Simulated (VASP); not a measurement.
A convergence study with VASP on ZrN (space group no. 225 when undisturbed): a few settings are varied, all else stays as given below, so the limit is that of these other settings. One atom is moved off its site, so that forces are finite.

```xyz
2
Lattice="0.0000 2.2831 2.2831 2.2831 0.0000 2.2831 2.2831 2.2831 0.0000" Properties=species:S:1:pos:R:3 pbc="T T T"
Zr     0.0000     0.0000     0.0500
N      2.2831     2.2831     2.2831
```

Computed with PBE GGA, VASP's PBE PAW potentials (set 64) (plane waves; VASP 6.6.1). The last row used: 400 eV cut-off, 12×12×12 Γ-centred mesh, Gaussian smearing of 0.10 eV, potentials Zr_sv N.

| setting | E (eV/atom) | pressure (GPa) | irreducible k-points |
|---|---|---|---|
| NBANDS = 9 | -10.1761 | 2.37 | 163 |
| NBANDS = 10 | ___ | 2.33 | 163 |
| NBANDS = 11 | -10.1794 | 2.32 | 163 |
| NBANDS = 12 | -10.1794 | 2.33 | 163 |
| NBANDS = 13 | -10.1794 | 2.32 | 163 |
| NBANDS = 15 | -10.1794 | 2.32 | 163 |
| NBANDS = 19 | -10.1794 | 2.31 | 163 |
| NBANDS = 25 | -10.1794 | 2.32 | 163 |
| NBANDS = 41 | -10.1794 | 2.32 | 163 |

**Question.** Complete the blanks.

**Answer.** 
- NBANDS = 10, E (eV/atom): -10.1785

VASP warned of too few bands at NBANDS = 9; NBANDS = 10; NBANDS = 11.

Left out are rungs that failed or repeat a setting and relaxations that didn't move; long series are thinned to 24 rows.

The structure is a typed ZrN crystal (space group no. 225). The cell was not relaxed at this level, it is distorted from the ideal structure. The electron count is odd and the run is not spin-polarised, which forces a metal. VASP warned that the highest band is occupied, so more bands are needed.
